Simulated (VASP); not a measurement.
# Rb2HgBr3 (P6/mmm) in VASP: a series of runs

Runs on Rb2HgBr3. Level: PBE. Tasks: single point, relaxation of cell and atoms.

All numbers are computed with VASP 6.6.1; they aren't measurements. Logs are shortened: lines on timing, memory, paths and dates and some standing lists are left out, and cuts for length are marked.

### 1 The cell of the first run

Symmetry: P6/mmm, No. 191, hexagonal system. Conventional cell: a = 8.243 Å, b = 8.243 Å, c = 4.937 Å, α = 90.00°, β = 90.00°, γ = 120.00°. Rb (site symmetry -6m2) has 6 Br at 3.43 Å as nearest neighbours. Around Br (site symmetry mmm) lie 4 Rb at 3.43 Å.

The cell was built by a generator and needn't be a form met in nature.

### 2 Single point, PBE (species swapped into the CeB2Ru3 type (P6/mmm, No. 191))

File INCAR:

```
  PREC = Accurate
  ENCUT = 520
  EDIFF = 1E-6
  ISMEAR = 0
  SIGMA = 0.1
  LREAL = F
  LASPH = T
  NELM = 100
  ALGO = Normal
  ISIF = 2
  LWAVE = F
  LCHARG = F
  GGA = PE
  NBANDS = 34
```

File KPOINTS:

```
regular mesh
0
Gamma
  3 3 4
```

File POSCAR:

```
Rb2HgBr3
1.0
    8.2431093965      0.0000000000      0.0000000000
   -4.1215546983      7.1387421436      0.0000000000
    0.0000000000      0.0000000000      4.9365617936
Rb Hg Br
2 1 3
Direct
    0.3333333333      0.6666666667      0.0000000000
    0.6666666667      0.3333333333      0.0000000000
    0.0000000000      0.0000000000      0.0000000000
    0.5000000000      0.0000000000      0.5000000000
    0.5000000000      0.5000000000      0.5000000000
    0.0000000000      0.5000000000      0.5000000000
```

Potentials or basis: VASP PAW PBE potentials, release 64 (Rb_sv, Hg, Br).

Command:

```bash
> cat potpaw_PBE.64/Rb_sv/POTCAR potpaw_PBE.64/Hg/POTCAR potpaw_PBE.64/Br/POTCAR > POTCAR
> mpirun -np 1 vasp_std > vasp.out
```

OUTCAR:

```text
PREC = Accurate
   ENCUT = 520
   EDIFF = 1E-6
   ISMEAR = 0
   LREAL = F
   LASPH = T
   NELM = 100
   ISIF = 2
   GGA = PE

 ion  position               nearest neighbor table
   1  0.333  0.667  0.000-   6 3.43   6 3.43   4 3.43   4 3.43   5 3.43   5 3.43   2 4.76   3 4.76
                             2 4.76   3 4.76   3 4.76   2 4.76
   2  0.667  0.333  0.000-   6 3.43   6 3.43   4 3.43   4 3.43   5 3.43   5 3.43   1 4.76   3 4.76
                             1 4.76   3 4.76   3 4.76   1 4.76
   3  0.000  0.000  0.000-   1 4.76   2 4.76   2 4.76   1 4.76   2 4.76   1 4.76
   4  0.500  0.000  0.500-   1 3.43   2 3.43   1 3.43   2 3.43
   5  0.500  0.500  0.500-   1 3.43   2 3.43   1 3.43   2 3.43
   6  0.000  0.500  0.500-   1 3.43   2 3.43   1 3.43   2 3.43

  LATTYP: Found a hexagonal cell.
 ALAT       =     8.2431093965
 C/A-ratio  =     0.5988713186

  Lattice vectors:

 A1 = (   8.2431093965,   0.0000000000,   0.0000000000)
 A2 = (  -4.1215546983,   7.1387421436,   0.0000000000)
 A3 = (   0.0000000000,   0.0000000000,   4.9365617936)

Analysis of symmetry for initial positions (statically):
=====================================================================
 Subroutine PRICEL returns:
 Original cell was already a primitive cell.

 Routine SETGRP: Setting up the symmetry group for a
 hexagonal supercell.

 Subroutine GETGRP returns: Found 24 space group operations
 (whereof 24 operations were pure point group operations)
 out of a pool of 24 trial point group operations.

The static configuration has the point symmetry D_6h.

Analysis of symmetry for dynamics (positions and initial velocities):
=====================================================================
 Subroutine PRICEL returns:
 Original cell was already a primitive cell.

 Routine SETGRP: Setting up the symmetry group for a
 hexagonal supercell.

 Subroutine GETGRP returns: Found 24 space group operations
 (whereof 24 operations were pure point group operations)
 out of a pool of 24 trial point group operations.

The dynamic configuration has the point symmetry D_6h.

 Subroutine INISYM returns: Found 24 space group operations
 (whereof 24 operations are pure point group operations),
 and found     1 'primitive' translations

----------------------------------------------------------------------------------------

                                     Primitive cell

  volume of cell :     290.4941

  direct lattice vectors                    reciprocal lattice vectors
     8.243109396  0.000000000  0.000000000     0.121313445  0.070040350  0.000000000
    -4.121554698  7.138742144  0.000000000     0.000000000  0.140080700  0.000000000
     0.000000000  0.000000000  4.936561794     0.000000000  0.000000000  0.202570137

  length of vectors
     8.243109396  8.243109397  4.936561794     0.140080700  0.140080700  0.202570137

  position of ions in fractional coordinates (direct lattice)
     0.333333333  0.666666667  0.000000000
     0.666666667  0.333333333  0.000000000
     0.000000000  0.000000000  0.000000000
     0.500000000  0.000000000  0.500000000
     0.500000000  0.500000000  0.500000000
     1.000000000  0.500000000  0.500000000

  ion indices of the primitive-cell ions
   primitive index   ion index
                 1           1
                 2           2
                 3           3
                 4           4
                 5           5
                 6           6

----------------------------------------------------------------------------------------

 KPOINTS: regular mesh

Automatic generation of k-mesh.
 Grid dimensions read from file:
 generate k-points for:    3    3    4

 Generating k-lattice:

  Cartesian coordinates                     Fractional coordinates (reciprocal lattice)
     0.040437815  0.023346783  0.000000000     0.333333333  0.000000000  0.000000000
     0.000000000  0.046693567  0.000000000     0.000000000  0.333333333  0.000000000
     0.000000000  0.000000000  0.050642534     0.000000000  0.000000000  0.250000000

  Length of vectors
     0.046693567  0.046693567  0.050642534

  Shift w.r.t. Gamma in fractional coordinates (k-lattice)
     0.000000000  0.000000000  0.000000000

 Subroutine IBZKPT returns following result:
 ===========================================

 Found      9 irreducible k-points:

 Following reciprocal coordinates:
            Coordinates               Weight
  0.000000  0.000000  0.000000      1.000000
  0.333333  0.000000  0.000000      6.000000
  0.333333  0.333333  0.000000      2.000000
  0.000000  0.000000  0.250000      2.000000
  0.333333  0.000000  0.250000     12.000000
  0.333333  0.333333  0.250000      4.000000
  0.000000  0.000000  0.500000      1.000000
  0.333333  0.000000  0.500000      6.000000
  0.333333  0.333333  0.500000      2.000000
   k-points           NKPTS =      9   k-points in BZ     NKDIM =      9   number of bands    NBANDS=     34
   number of dos      NEDOS =    301   number of ions     NIONS =      6
   total plane-waves  NPLWV = 163840
   dimension x,y,z NGX =    64 NGY =   64 NGZ =   40
   dimension x,y,z NGXF=   128 NGYF=  128 NGZF=   80
   ions per type =               2   1   3
   NGX,Y,Z   is equivalent  to a cutoff of  12.91, 12.91, 13.47 a.u.
   NGXF,Y,Z  is equivalent  to a cutoff of  25.81, 25.81, 26.94 a.u.
 SYSTEM =  unknown system
   PREC   = accura    normal or accurate (medium, high low for compatibility)
   ISTART =      0    job   : 0-new  1-cont  2-samecut
   ICHARG =      2    charge: 1-file 2-atom 10-const
   ISPIN  =      1    spin polarized calculation?
   LNONCOLLINEAR =      F non collinear calculations
   LSORBIT =      F    spin-orbit coupling
   LASPH  =      T    aspherical Exc in radial PAW
   ENCUT  =  520.0 eV  38.22 Ry    6.18 a.u.  15.33 15.33  9.18*2*pi/ulx,y,z
   NELM   =    100;   NELMIN=  2; NELMDL= -5     # of ELM steps
   EDIFF  = 0.1E-05   stopping-criterion for ELM
   LREAL  =      F    real-space projection
   EDIFFG = 0.1E-04   stopping-criterion for IOM
   NSW    =      0    number of steps for IOM
   IBRION =     -1    ionic relax: 0-MD 1-quasi-New 2-CG
   NFREE  =      0    steps in history (QN), initial steepest desc. (CG)
   ISIF   =      2    stress and relaxation
   ISYM   =      2    0-nonsym 1-usesym 2-fastsym
   POTIM  = 0.5000    time-step for ionic-motion
   TEBEG  =    0.0;   TEEND  =   0.0 temperature during run
   PSTRESS=    0.0 pullay stress
   NELECT =      51.0000    total number of electrons
   NUPDOWN=      -1.0000    fix difference up-down
   EMIN   =  10.00;   EMAX   =-10.00  energy-range for DOS
   EFERMI =   0.00;   METHOD = LEGACY
   ISMEAR =     0;   SIGMA  =   0.10  broadening in eV -4-tet -1-fermi 0-gaus
   EFERMI_NEDOS =   21; number of points for ismear=-14 and -15
   IALGO  =     38    algorithm
   IMIX   =      4    mixing-type and parameters
     AMIX     =   0.40;   BMIX     =  1.00
     AMIX_MAG =   1.60;   BMIX_MAG =  1.00
  volume/ion in A,a.u.               =      48.42       326.73
  Fermi-wavevector in a.u.,A,eV,Ry     =   0.916683  1.732279 11.433077  0.840307
  Thomas-Fermi vector in A             =   2.041566
   LORBIT       =      0    0 simple, 1 ext, 2 COOP (PROOUT), +10 PAW based schemes
   GGA     = PE    functional components
   LHFCALC =     F    Hartree Fock is set to
   AEXX    =    0.0000 exact exchange contribution
   IVDW    =     0    specifies the selected vdW correction
   LEPSILON=     F    determine dielectric tensor
   LRPA    =     F    only Hartree local field effects (RPA)
 non-spin polarized calculation
 Gauss-broadening in eV      SIGMA  =   0.10
  energy-cutoff  :      520.00
  volume of cell :      290.49
 maximum number of plane-waves:      7902
 NGX is ok and might be reduce to    64
   NGX = 31   NGY = 31   NGZ = 19

 number of electron      50.9999994 magnetization

 Free energy of the ion-electron system (eV)
  ---------------------------------------------------
  ext. energy  EPLUGINS =         0.00000000
  ---------------------------------------------------
  free energy    TOTEN  =       -12.87404791 eV

  energy without entropy =      -12.81390233  energy(sigma->0) =      -12.84397512

 E-fermi :  -2.6239     XC(G=0):  -6.6229

 val. band max:       -2.6278976232   @ k =   0.3333   0.0000   0.5000
 cond. band min:      -2.6186830507   @ k =   0.0000   0.0000   0.2500
 fundamental gap:      0.0092145724
 Fermi energy:        -2.6239091417

 k-point     1 :       0.0000    0.0000    0.0000
  band No.  band energies     occupation
      1     -27.2314      2.00000
      2     -27.2255      2.00000
      3     -15.2064      2.00000
      4     -15.1158      2.00000
      5     -15.1158      2.00000
      6     -11.3630      2.00000
[... 26 lines left out ...]
     33       4.7237      0.00000
     34       5.1955      0.00000

 k-point     2 :       0.3333    0.0000    0.0000
  band No.  band energies     occupation
      1     -27.2302      2.00000
      2     -27.2268      2.00000
      3     -15.1873      2.00000
      4     -15.1352      2.00000
      5     -15.1160      2.00000
      6     -11.3586      2.00000
[... 26 lines left out ...]
     33       4.6733      0.00000
     34       5.5701      0.00000

 k-point     3 :       0.3333    0.3333    0.0000
  band No.  band energies     occupation
      1     -27.2285      2.00000
      2     -27.2285      2.00000
      3     -15.1613      2.00000
      4     -15.1613      2.00000
      5     -15.1162      2.00000
      6     -11.3537      2.00000
[... 26 lines left out ...]
     33       5.2830      0.00000
     34       5.2830      0.00000
[... 149 lines left out ...]
 k-point     8 :       0.3333    0.0000    0.5000
  band No.  band energies     occupation
      1     -27.2272      2.00000
      2     -27.2242      2.00000
      3     -15.2328      2.00000
      4     -15.1130      2.00000
      5     -15.0666      2.00000
      6     -11.4375      2.00000
[... 26 lines left out ...]
     33       5.4171      0.00000
     34       5.6127      0.00000

 k-point     9 :       0.3333    0.3333    0.5000
  band No.  band energies     occupation
      1     -27.2257      2.00000
      2     -27.2257      2.00000
      3     -15.1741      2.00000
      4     -15.1741      2.00000
      5     -15.0668      2.00000
      6     -11.4414      2.00000
[... 26 lines left out ...]
     33       5.1612      0.00000
     34       5.1612      0.00000

------------------------ aborting loop because EDIFF is reached ----------------------------------------

  FORCE on cell =-STRESS in cart. coord.  units (eV):
  Direction    XX          YY          ZZ          XY          YZ          ZX
  --------------------------------------------------------------------------------------
  -------------------------------------------------------------------------------------
  Total        0.2434974      0.2434974      0.6047333     -0.0000000      0.0000000      0.0000000
  in kB        1.3429739      1.3429739      3.3353173     -0.0000000      0.0000000      0.0000000
  external PRESSURE =       2.0070883 kB  Pullay stress =       0.0000000 kB

 VOLUME and BASIS-vectors are now :
 -----------------------------------------------------------------------------
  energy-cutoff  :      520.00
  volume of cell :      290.49
      direct lattice vectors                 reciprocal lattice vectors
     8.243109396  0.000000000  0.000000000     0.121313445  0.070040350  0.000000000
    -4.121554698  7.138742144  0.000000000     0.000000000  0.140080700  0.000000000
     0.000000000  0.000000000  4.936561794     0.000000000  0.000000000  0.202570137

 POSITION                                       TOTAL-FORCE (eV/Angst)
 -----------------------------------------------------------------------------------
     -0.00000      4.75916      0.00000         0.000000     -0.000000      0.000000
      4.12155      2.37958      0.00000        -0.000000      0.000000     -0.000000
      0.00000      0.00000      0.00000         0.000000     -0.000000      0.000000
      4.12155      0.00000      2.46828         0.000000     -0.000000      0.000000
      2.06078      3.56937      2.46828         0.000000     -0.000000      0.000000
     -2.06078      3.56937      2.46828         0.000000     -0.000000      0.000000
 -----------------------------------------------------------------------------------
    total drift:                                0.000000      0.000000      0.000000

  FREE ENERGIE OF THE ION-ELECTRON SYSTEM (eV)
  ---------------------------------------------------
  free  energy   TOTEN  =       -12.8740479070 eV

  energy  without entropy=      -12.8139023302  energy(sigma->0) =      -12.84397512
```

Wall time 74 s (1 thread of Intel Xeon 6975P-C (Granite Rapids), shared host); peak memory 0.44 GiB.

Results:

- Free energy: -12.8740 eV
- Pressure: 0.2 GPa
- Band gap on the k mesh: none (metal or under the smearing width)

Levels at points of the mesh, in eV from the Fermi level:
```tsv
k point	band 22	band 23	band 24	band 25	band 26	band 27	band 28	band 29	band 30	band 31
(0.00, 0.00, 0.00)	-0.56	-0.43	-0.01	0.01	0.01	5.34	5.38	5.38	6.39	7.22
(0.00, 0.00, 0.50)	-0.62	-0.16	-0.03	-0.03	0.02	4.55	5.06	5.06	7.42	7.48
```

Caveat: an odd number of electrons without spin polarisation forces a metal; a magnetic or distorted state may lie lower.

### 3 Relaxation of cell and atoms, PBE (species swapped into the CeB2Ru3 type (P6/mmm, No. 191))

File INCAR:

```
SYSTEM = Rb2HgBr3
PREC = Accurate ; ENCUT = 600
EDIFF = 1E-6 ; ISMEAR = 0
SIGMA = 0.1 ; LREAL = .FALSE.
LASPH = .TRUE. ; NELM = 100
ALGO = Normal ; ISIF = 3
LWAVE = .FALSE. ; LCHARG = .FALSE.
GGA = PE ; IBRION = 2
NSW = 90 ; EDIFFG = -0.04
```

File KPOINTS:

```
regular mesh
0
G
  3 3 4
  0 0 0
```

File POSCAR:

```
Rb2HgBr3
1.0
    7.5015568200      0.0000000000      0.0000000000
   -3.7507784100      6.4965387700      0.0000000000
    0.0000000000      0.0000000000      4.0595542100
Rb Hg Br
2 1 3
Direct
    0.3333333300      0.6666666700      0.0000000000
    0.6666666700      0.3333333300      0.0000000000
    0.0000000000      0.0000000000      0.0000000000
    0.5000000000      0.0000000000      0.5000000000
    0.5000000000      0.5000000000      0.5000000000
    0.0000000000      0.5000000000      0.5000000000
```

Potentials or basis: VASP PAW PBE potentials, release 64 (Rb_sv, Hg, Br).

Command:

```bash
> cat potpaw_PBE.64/Rb_sv/POTCAR potpaw_PBE.64/Hg/POTCAR potpaw_PBE.64/Br/POTCAR > POTCAR
> mpirun -np 1 vasp_std > vasp.out
```

Wall time 3.2 min (1 thread of Intel Xeon 6975P-C (Granite Rapids), shared host); peak memory 0.38 GiB.

Results (log left out):

- Free energy: -12.8678 eV
- Relaxed volume: 51.00 Å³/atom
- Relaxed cell: a = 8.453 Å, b = 8.453 Å, c = 4.945 Å, α = 90.00°, β = 90.00°, γ = 120.00°
- Space group after relaxing (to 0.05 Å): P6/mmm (No. 191)
- Energy gained by relaxing: 371.6 meV/atom
- Ionic steps: 5
- Pressure after relaxing: -0.1 GPa
- Band gap on the k mesh: none (metal or under the smearing width)

Step by step:
| step | energy change (eV) | largest force (eV/Å) | pressure (GPa) | volume (Å³) |
| --- | --- | --- | --- | --- |
| 1 | 0.0000 | 0.0000 | 9.56 | 197.84 |
| 2 | -2.0102 | 0.0000 | 1.74 | 259.49 |
| 3 | -2.1882 | 0.0000 | 0.63 | 282.03 |
| 4 | -2.1738 | 0.0000 | -0.55 | 330.84 |
| 5 | -2.2298 | 0.0000 | -0.09 | 306.00 |

Final structure:
```xyz
6
Lattice="8.4530 0.0000 0.0000 -4.2265 7.3205 0.0000 0.0000 0.0000 4.9450" Properties=species:S:1:pos:R:3 pbc="T T T"
Rb    0.0000    4.8804    0.0000
Rb    4.2265    2.4402    0.0000
Hg    0.0000    0.0000    0.0000
Br    4.2265    0.0000    2.4725
Br    2.1133    3.6603    2.4725
Br   -2.1133    3.6603    2.4725
```

Levels at points of the mesh, in eV from the Fermi level:
| k point | band 23 | band 24 | band 25 | band 26 | band 27 | band 28 | band 29 | band 30 |
| --- | --- | --- | --- | --- | --- | --- | --- | --- |
| (0.00, 0.00, 0.00) | -0.35 | -0.01 | 0.00 | 0.00 | 5.25 | 5.38 | 5.38 | 6.41 |
| (0.00, 0.00, 0.50) | -0.14 | -0.03 | -0.03 | 0.03 | 4.59 | 5.15 | 5.15 | 7.66 |

Caveat: the k mesh is coarse (spacing up to 0.39 Å⁻¹), so the values aren't converged; the volume moved by over 15 % at a fixed basis, so the end points are rough; an odd number of electrons without spin polarisation forces a metal; a magnetic or distorted state may lie lower. Spin-orbit coupling is left out, which matters for the levels of Hg.

### 4 Single point, PBE (species swapped into the CeB2Ru3 type (P6/mmm, No. 191))

File INCAR:

```
SYSTEM = Rb2HgBr3
PREC = Accurate
ENCUT = 520
EDIFF = 1E-6
ISMEAR = 0
SIGMA = 0.1
LREAL = .FALSE.
LASPH = .TRUE.
NELM = 100
ALGO = Fast
ISIF = 2
LWAVE = .FALSE.
LCHARG = .FALSE.
GGA = PE
NBANDS = 34
```

File KPOINTS:

```
Automatic mesh
0
G
  3 3 4
  0 0 0
```

POSCAR is that of step 3.

Command:

```bash
> cat potpaw_PBE.64/Rb_sv/POTCAR potpaw_PBE.64/Hg/POTCAR potpaw_PBE.64/Br/POTCAR > POTCAR
> mpirun -np 1 vasp_std > vasp.out
```

It took 68 s on 1 thread of Intel Xeon 6975P-C (Granite Rapids), shared host; peak memory 0.32 GiB.

The run converged. Its results:

```yaml
Free_energy: -10.6382 eV
Pressure: 9.5 GPa
Band_gap_on_the_k_mesh: none (metal or under the smearing width)
```

Stress tensor (GPa, compression positive):
```
 7.70  0.00  0.00
 0.00  7.70  0.00
 0.00  0.00 13.25
```

Levels at points of the mesh, in eV from the Fermi level:
| k point | band 23 | band 24 | band 25 | band 26 | band 27 | band 28 | band 29 | band 30 |
| --- | --- | --- | --- | --- | --- | --- | --- | --- |
| (0.00, 0.00, 0.00) | -0.10 | 0.06 | 0.11 | 0.11 | 5.65 | 5.77 | 5.77 | 7.39 |
| (0.00, 0.00, 0.50) | -0.16 | -0.16 | 0.07 | 0.10 | 3.91 | 4.99 | 4.99 | 8.01 |

Caveat: the k mesh is coarse (spacing up to 0.39 Å⁻¹), so the values aren't converged; an odd number of electrons without spin polarisation forces a metal; a magnetic or distorted state may lie lower. Spin-orbit coupling is left out, which matters for the levels of Hg.

### 5 Summary

```tsv
task	cell	cutoff (eV)	mesh quality	gap on the mesh (eV)	pressure (GPa)
single point	species swapped into the CeB2Ru3 type (P6/mmm, No. 191)	520	not flagged	none	0.2
relaxation of cell and atoms	relaxed from: species swapped into the CeB2Ru3 type (P6/mmm, No. 191)	600	coarse	none	-0.1
single point	species swapped into the CeB2Ru3 type (P6/mmm, No. 191)	520	coarse	none	9.5
```

Alike in all rows: level PBE; potentials or basis VASP PAW PBE potentials, release 64 (Rb_sv, Hg, Br); no spin polarisation; k mesh 3 × 3 × 4; smearing gaussian 0.1 eV.

Caveats: some runs use coarse meshes; an odd number of electrons without spin polarisation forces a metal; a magnetic or distorted state may lie lower; the volume moved by over 15 % at a fixed basis, so the end points are rough (some runs).

Absolute energies hang on the potentials; compare differences alone.
